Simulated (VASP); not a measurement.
Here is the system:

```yaml
crystal:
  lattice:
    - [3.21526, 0.00000, 0.00000]
    - [0.00000, 3.21526, 0.00000]
    - [0.00000, 0.00000, 3.21526]
  atoms:
    - { symbol: Ga, position: [0.00000, 0.00000, 0.00000] }
    - { symbol: P, position: [0.50000, 0.50000, 0.50000] }
```

The numbers are results of PBE GGA, VASP's PBE PAW potentials (set 64) (plane waves; VASP), not measurements. Run with 400 eV cut-off, Gaussian smearing of 0.050 eV, potentials Ga_d P.

Give the energies of bands 7 to 12 at the high-symmetry points, in eV from the Fermi level.

```
band      Γ      X      M      R
----  -----  -----  -----  -----
7     -1.09  -8.65  -5.56  -2.82
8     -0.76   1.20  -5.56  -2.82
9     -0.76   1.20  -4.70  -2.82
10    -0.76   3.47   2.04  -1.52
11     4.44   3.86   7.59  -0.69
12     4.44   4.94   7.59  -0.69
```

It has no gap at this level: it comes out as a metal or semimetal.

The structure was generated: GaP was put into the CsCl type type (Pm-3m), which need not be its known phase. It was relaxed first, which changed the volume by +26 %. VASP warned that the highest band is occupied, so more bands are needed.
